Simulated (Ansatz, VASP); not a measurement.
## Two plane-wave programs on Ga3Mo

The input INCAR:

```
PREC     = Accurate       # precision mode
ENCUT    = 520            # plane-wave cutoff, eV
EDIFF    = 1E-6           # SCF threshold, eV
ISMEAR   = 0              # smearing method
SIGMA    = 0.1            # smearing width, eV
LREAL    = False          # projectors in reciprocal space
LASPH    = True           # aspherical terms in the spheres
NELM     = 60             # most SCF steps
ALGO     = Fast           # electronic algorithm
ISIF     = 2              # what is computed and relaxed
LWAVE    = False          # write WAVECAR
LCHARG   = False          # write CHGCAR
GGA      = PE             # functional
NBANDS   = 34             # bands
```

KPOINTS

```
regular mesh
0
Gamma
  4 4 4
```

The input POSCAR:

```
Ga3Mo
1.0
    4.0396563786      0.0000000000      0.0000000000
    0.0000000000      4.0396563786      0.0000000000
    0.0000000000      0.0000000000      4.0396563786
Ga Mo
3 1
Direct
    0.0000000000      0.5000000000      0.5000000000
    0.5000000000      0.0000000000      0.5000000000
    0.5000000000      0.5000000000      0.0000000000
    0.0000000000      0.0000000000      0.0000000000
```

Input for Ansatz:

```yaml
crystal:
  lattice:
    - [4.0396563786, 0.0, 0.0]
    - [0.0, 4.0396563786, 0.0]
    - [0.0, 0.0, 4.0396563786]
  atoms:
    - { symbol: Ga, position: [0.0, 0.5, 0.5] }
    - { symbol: Ga, position: [0.5, 0.0, 0.5] }
    - { symbol: Ga, position: [0.5, 0.5, 0.0] }
    - { symbol: Mo, position: [0.0, 0.0, 0.0] }
basis:
  ecutwfc: 420
kpoints:
  mp_grid: { grid: [4, 4, 4] }
hamiltonian:
  xc: pbe
scf:
  occupations: { method: gaussian, width: 0.1 }
  lower_state_search: "off"
output:
  forces: true
  stress: true
  eigenvalues: true
```

Alike in both runs: task single point; functional PBE; k mesh 4 × 4 × 4; occupations gaussian, width 0.1 eV; no spin polarisation.

|  | VASP | Ansatz |
| --- | --- | --- |
| version | VASP 6.6.1 | Ansatz 0.2.0 |
| potentials or method | VASP PAW PBE potentials, release 64 (Ga_d, Mo_sv) | scalar-relativistic, plane waves, PAW |
| plane-wave cutoff (eV) | 520 | 420 |
| valence electrons in the cell | 53 | 53 |

|  | VASP | Ansatz | Ansatz less VASP |
| --- | --- | --- | --- |
| gap on the k mesh at the Fermi level (eV) | none | none | - |
| pressure (GPa) | -5.5 | -5.7 | -0.25 |

A gap of «none» marks a metal or a gap that the smearing closes.

Caveats: the k mesh is coarse (spacing up to 0.39 Å⁻¹), so the values aren't converged.
